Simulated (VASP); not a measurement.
Crystal: NaLaMnMoO6.

```
Na La Mn Mo O
1.0
    -2.72294    2.72294    3.89889
     2.72294   -2.72294    3.89889
     2.72294    2.72294   -3.89889
Na La Mn Mo O
1 1 1 1 6
Direct
  0.25000 0.75000 0.50000
  0.75000 0.25000 0.50000
  0.50000 0.50000 0.00000
  0.00000 0.00000 0.00000
  0.20766 0.29607 0.50371
  0.29605 0.79234 0.08841
  0.79236 0.70395 0.49629
  0.70393 0.20764 0.91159
  0.25194 0.25194 0.00000
  0.74806 0.74806 0.00000
```

The cell was built by a generator and needn't be a form met in nature.

```yaml
Program: VASP 6.6.1
Task: relaxation of cell and atoms
Functional: PBE
Dispersion: D3(BJ)
Potentials_or_basis: VASP PAW PBE potentials, release 64 (Na_pv, La, Mn_pv, Mo_sv, O)
Cutoff: 600 eV
k_mesh: 7 × 7 × 7
Occupations: fermi-dirac, width 0.05 eV
Spin: collinear spin, ferromagnetic start
Starting_moments: "[0.0, 0.0, 4.0, 1.0, 0.0, 0.0, 0.0, 0.0, 0.0, 0.0] μB"
```

At the start: pressure -2.9 GPa; volume 11.56 Å³/atom.

How do energy, volume and symmetry change on relaxing?

Over 11 steps the energy falls by 2.1 meV/atom and the volume is 11.34 Å³/atom (-2.0 %); space group I-4 (No. 82, to 0.05 Å); moment 1.75 μB per cell.

Step by step:
| step | energy change (eV) | largest force (eV/Å) | pressure (GPa) | volume (Å³) |
| --- | --- | --- | --- | --- |
| 1 | 0.0000 | 0.1317 | -2.86 | 115.63 |
| 2 | -0.0029 | 0.3611 | 2.48 | 112.21 |
| 3 | -0.0174 | 0.1152 | -0.12 | 113.82 |
| 4 | -0.0197 | 0.0470 | -0.03 | 113.52 |
| 5 | -0.0199 | 0.0504 | 0.01 | 113.38 |
| 6 | -0.0203 | 0.0349 | 0.03 | 113.34 |
| 7 | -0.0206 | 0.0311 | 0.05 | 113.30 |
| 8 | -0.0205 | 0.0738 | 0.09 | 113.22 |
| 9 | -0.0206 | 0.0468 | 0.07 | 113.27 |
| 10 | -0.0209 | 0.0273 | -0.01 | 113.32 |
| 11 | -0.0210 | 0.0157 | -0.05 | 113.35 |

Final structure:
```xyz
10
Lattice="-2.7038 2.7038 3.8762 2.7038 -2.7038 3.8762 2.7038 2.7038 -3.8762" Properties=species:S:1:pos:R:3 pbc="T T T"
Na    2.7038    0.0000    1.9381
La    0.0000    2.7038    1.9381
Mn    0.0000    0.0000    3.8762
Mo    0.0000    0.0000    0.0000
O     1.6120    1.1163    0.0092
O     1.5875   -1.0918    3.8671
O     1.0918    1.5875    3.8854
O     1.1163    3.7956   -0.0092
O     0.0000    0.0000    1.9570
O     0.0000    0.0000    5.7955
```

Caveat: a cell with one magnetic atom can't hold antiferromagnetic order, which such compounds often take; pairwise dispersion overbinds metals, which lowers pressure and volume.
